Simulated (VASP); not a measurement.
An input for Quantum ESPRESSO's pw.x (written as the equivalent of a VASP run, and not itself run):

```
&CONTROL
  calculation = 'scf'
  pseudo_dir = './pseudo'
  outdir = './out'
  tprnfor = .true.
  tstress = .true.
/
&SYSTEM
  ibrav = 0
  nat = 2
  ntyp = 2
  ecutwfc = 84
  occupations = 'smearing'
  smearing = 'gaussian'
  degauss = 0.000735
  input_dft = 'pbe'
/
&ELECTRONS
  conv_thr = 7.3e-08
  electron_maxstep = 100
/
ATOMIC_SPECIES
  K 39.098 K.upf
  F 18.998 F.upf
CELL_PARAMETERS angstrom
     0.0000000    2.6562730    2.6562730
     2.6562730    0.0000000    2.6562730
     2.6562730    2.6562730    0.0000000
ATOMIC_POSITIONS crystal
  K    0.0000000  0.0000000  0.0000000
  F    0.5000000  0.5000000  0.5000000
K_POINTS automatic
  7 7 7 0 0 0
```

### Question
Translate this input to VASP (INCAR, KPOINTS, POSCAR, choice of POTCAR).

### Answer
One answer among several that fit: 
### KPOINTS
```
Automatic mesh
0
Gamma
7 7 7
0 0 0
```

POSCAR:
```
KF
1
    0.0000000000     2.6562730000     2.6562730000
    2.6562730000     0.0000000000     2.6562730000
    2.6562730000     2.6562730000     0.0000000000
K F
1 1
Direct
  0.0000000000   0.0000000000   0.0000000000
  0.5000000000   0.5000000000   0.5000000000
```

### INCAR
```
NELM = 100   ! most electronic steps
SIGMA = 0.01
GGA = PE   ! PBE
LASPH = .TRUE.
SYSTEM = KF
LCHARG = .FALSE.
ENCUT = 400   ! plane-wave cut-off (eV)
LREAL = .FALSE.
LWAVE = .FALSE.
ISIF = 2   ! forces and stress, cell fixed
ISMEAR = 0
PREC = Accurate
EDIFF = 1E-6
ALGO = Normal
```

POTCAR, in this order: K_sv F (PBE.64 set). Program: vasp_std.

The two are equivalent in intent, not identical: the potentials are each code's own (VASP's PAW set, PseudoDojo norm-conserving files in pw.x), so ENCUT and ecutwfc are chosen apart and not converted; conv_thr bounds pw.x's estimated SCF error, while EDIFF bounds the energy change between steps.

The structure comes from a computed database's KF entry; how it stands against other phases isn't given here. The cell was not relaxed at this level. The run is one of a series of settings (KPOINTS 7×7×7 Γ-centred mesh against the base run), some of them coarse on purpose.
